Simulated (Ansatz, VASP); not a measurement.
**CaY3Cl2: VASP beside Ansatz**

```xyz
6
Lattice="6.2890 0.0000 0.0000 -3.1445 5.4465 0.0000 0.0000 0.0000 4.1639" Properties=species:S:1:pos:R:3 pbc="T T T"
Ca    0.0000    0.0000    0.0000
Y     3.1445    0.0000    2.0819
Y    -1.5723    2.7232    2.0819
Y     1.5723    2.7232    2.0819
Cl    3.1445    1.8155    0.0000
Cl    0.0000    3.6310    0.0000
```

Change from the starting cell: species swapped into the CeSi2Ir3 type (P6/mmm, No. 191).

Alike in both runs: task single point; functional PBE; k mesh 3 × 3 × 4; occupations gaussian, width 0.1 eV; no spin polarisation.

|  | VASP | Ansatz |
| --- | --- | --- |
| version | VASP 6.6.1 | Ansatz 0.2.0 |
| potentials or method | VASP PAW PBE potentials, release 64 (Ca_sv, Y_sv, Cl) | scalar-relativistic, plane waves, PAW |
| plane-wave cutoff (eV) | 520 | 420 |
| valence electrons in the cell | 57 | 57 |

VASP gave:

| Quantity | Value |
| --- | --- |
| gap on the k mesh at the Fermi level (eV) | none |
| pressure (GPa) | 9.3 |
| largest component of the traceless stress (GPa) | 4.66 |

Q: Estimate Ansatz's values.

A: gap on the k mesh at the Fermi level (eV): none; pressure (GPa): 9.2; largest component of the traceless stress (GPa): 4.77.

A gap of «none» marks a metal or a gap that the smearing closes.

Caveats: the k mesh is coarse (spacing up to 0.38 Å⁻¹), so the values aren't converged; an odd number of electrons without spin polarisation forces a metal; a magnetic or distorted state may lie lower.
